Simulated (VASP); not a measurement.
Given:

```
AlCo
1.0
    2.91720     0.00000     0.00000
    0.00000     2.91720     0.00000
    0.00000     0.00000     2.91720
Al Co
1 1
Direct
  0.50000   0.50000   0.50000
  0.00000   0.00000   0.00000
```

Level of theory: PBE GGA, VASP's PBE PAW potentials (set 64) (plane waves; VASP 6.6.1). Run with 400 eV cut-off, 11×11×11 Γ-centred mesh, first-order Methfessel-Paxton smearing of 0.10 eV, potentials Al Co.

**Question.** Give the stress tensor in GPa (positive for a compressed cell).

**Answer.** 
```
-10.82    0.00    0.00
  0.00  -10.82    0.00
  0.00    0.00  -10.82
```
The pressure is its mean diagonal, -10.82 GPa.

The compound is CoAl in the CsCl type structure. The cell was not relaxed at this level. The run is not spin-polarised, so no magnetic state was tried.
